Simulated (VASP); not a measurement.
Given:

```xyz
2
Lattice="0.0000 3.5350 3.5350 3.5350 0.0000 3.5350 3.5350 3.5350 0.0000" Properties=species:S:1:pos:R:3 pbc="T T T"
K      0.0000     0.0000     0.0000
I      3.5350     3.5350     3.5350
```

Calculation: PBE GGA, VASP's PBE PAW potentials (set 64) (plane waves; VASP). Settings: EDIFF = 1E-4, 400 eV cut-off, 6×6×6 Γ-centred mesh, Gaussian smearing of 0.050 eV, potentials K_sv I.

Unless said otherwise, spin-orbit coupling is left out, though it shifts the bands of the heavy elements here.

**Question.** Estimate the energy per atom (σ→0), band gap (on the k-mesh) with the smallest direct gap where there is one.

**Answer.** 
```
Property                                     Result
-----------------------------------  --------------
band gap (on the k-mesh)                    3.96 eV
smallest direct gap (on the k-mesh)         3.96 eV
energy per atom (σ→0)                -2778 meV/atom
```

The absolute energy has meaning only against runs of the same code, potentials and settings.

The compound is KI in the rock salt structure. The cell was not relaxed at this level. The run is one of a series of settings (EDIFF = 1E-4 against the base run), some of them coarse on purpose.
